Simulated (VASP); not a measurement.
Given:

```
CELL_PARAMETERS angstrom
     -2.86350     2.84118     1.59930
      2.86350    -2.84118     1.59930
      2.86350     2.84118    -1.59930
ATOMIC_POSITIONS crystal
  Sn 0.25000 0.75000 0.50000
  Sn 0.00000 0.00561 0.00561
```

Calculation: PBE GGA, VASP's PBE PAW potentials (set 64) (plane waves; VASP). Numerical set-up: 400 eV cut-off, 12×12×12 Γ-centred mesh, Gaussian smearing of 0.010 eV, potentials Sn_d.

**Question.** Which forces act on the atoms, in eV/Å?

**Answer.** 
```
atom      Fx     Fy      Fz
----  ------  -----  ------
Sn1    0.162  0.000  -0.026
Sn2   -0.162  0.000   0.026
```

**Question.** Give the stress tensor in GPa (positive for a compressed cell).

**Answer.** 
```
5.82  0.00  0.29
0.00  7.02  0.00
0.29  0.00  3.00
```
The pressure is its mean diagonal, 5.28 GPa.

The compound is Sn in the beta structure. The cell was not relaxed at this level. The run is one of a series of settings (ISMEAR = 0, SIGMA = 0.01 against the base run), some of them coarse on purpose.
